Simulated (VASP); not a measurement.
The input files of a VASP run:

INCAR:
```
# general
SYSTEM  = Cr
PREC    = Accurate
ENCUT   = 500
LREAL   = .False.
LASPH   = .True.

# electronic loop
EDIFF   = 1E-6
NELM    = 100
ALGO    = Normal
LMAXMIX = 4

# smearing
ISMEAR  = 1
SIGMA   = 0.1

# functional
GGA     = PS

# ions
IBRION  = 2
NSW     = 40
ISIF    = 3
EDIFFG  = -0.02
PSTRESS = 50

# output
LWAVE   = .False.
LCHARG  = .False.
```

**KPOINTS**
```
Automatic mesh
0
gamma
13 13 13
0 0 0
```

POSCAR:
```
Cr
1
    2.7974475108    -0.0000000000     0.0000000000
   -0.0000000000     2.7974475108     0.0000000000
    0.0000000000     0.0000000000     2.7974475108
Cr
2
Direct
  0.0000000000   0.0000000000   0.0000000000
  0.5000000000   0.5000000000   0.5000000000
```

POTCAR, in this order: Cr_pv (PBE.64 set). Program: vasp_std.

Problem. Write an equivalent input for Ansatz.

Solution. One equivalent input (not run):
Ansatz 0.2 input:
```yaml
crystal:
  lattice:
    - [2.7974475, 0.0000000, 0.0000000]
    - [0.0000000, 2.7974475, 0.0000000]
    - [0.0000000, 0.0000000, 2.7974475]
  atoms:
    - { symbol: Cr, position: [0.0000000, 0.0000000, 0.0000000] }
    - { symbol: Cr, position: [0.5000000, 0.5000000, 0.5000000] }
kpoints:
  mp_grid: { grid: [13, 13, 13] }
hamiltonian:
  xc: pbesol
  pseudopotentials: { kind: paw }
scf:
  occupations: { method: methfessel_paxton, width: 0.1 }
  max_iter: 100
relax:
  max_steps: 40
  f_tol: 0.02
  cell: { p_target: 5 }
output: { forces: true, stress: true, eigenvalues: true }
```
What does not carry over: each code has its own PAW files, so the cut-off isn't converted (ENCUT is set for VASP's; basis.ecutwfc is left out, and Ansatz then takes the one that its files recommend); Ansatz stops its SCF on the density residual and VASP on the energy change (EDIFF).

The compound is Cr in the bcc, AFM order structure. It was relaxed first under an external pressure of 5 GPa.
